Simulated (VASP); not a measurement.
Calculation: PBE GGA with D4 dispersion, VASP's PBE PAW potentials (set 64) (plane waves; VASP 6.6.1).

Input for VASP

**INCAR**
```
! general
SYSTEM  = Dy
PREC    = Accurate
ENCUT   = 520
LREAL   = .FALSE.   ! projection in real space or not
LASPH   = .TRUE.   ! aspherical one-centre terms

! electronic loop
EDIFF   = 1E-7
NELM    = 100   ! most electronic steps
ALGO    = Normal   ! blocked Davidson
LMAXMIX = 6   ! l cut-off of mixed one-centre charges

! smearing
ISMEAR  = 1   ! Methfessel-Paxton
SIGMA   = 0.1   ! width (eV)

! functional
GGA     = PE   ! PBE
IVDW    = 13

! ions
IBRION  = 2   ! conjugate gradients
NSW     = 30
ISIF    = 4   ! ions and shape, fixed volume
EDIFFG  = -0.01   ! ionic stop

! output
LWAVE   = .FALSE.
LCHARG  = .FALSE.
```

File KPOINTS:
```
kpoints
0
gamma
12 12 7
0 0 0
```

### POSCAR
```
Dy
1
    1.8317359898    -3.1726595964     0.0000000000
    1.8317359898     3.1726595964     0.0000000000
    0.0000000000     0.0000000000     5.6506199392
Dy
2
Direct
  0.3333330000   0.6666670000   0.2500000000
  0.6666670000   0.3333330000   0.7500000000
```

POTCAR, in this order: Dy_3 (PBE.64 set). Program: vasp_std.

Problem. What will the output report for the number of irreducible k-points (NKPTS), largest plane-wave count, number of space-group operations, FFT grid (NGX, NGY, NGZ)?

Solution. 
The number of irreducible k-points (NKPTS) is 76. The largest plane-wave count is 1788. The number of space-group operations is 24 and the FFT grid (NGX, NGY, NGZ) comes out as 28 × 28 × 42.

The compound is Dy in the hcp structure. This cell is one point of a volume scan, at 1.06 of the reference volume. Symmetry was kept, so distortions that lower it aren't found. The 4f electrons are frozen in the core of the lanthanide potential, so 4f levels, which can set the real gap, and their magnetism are missing.
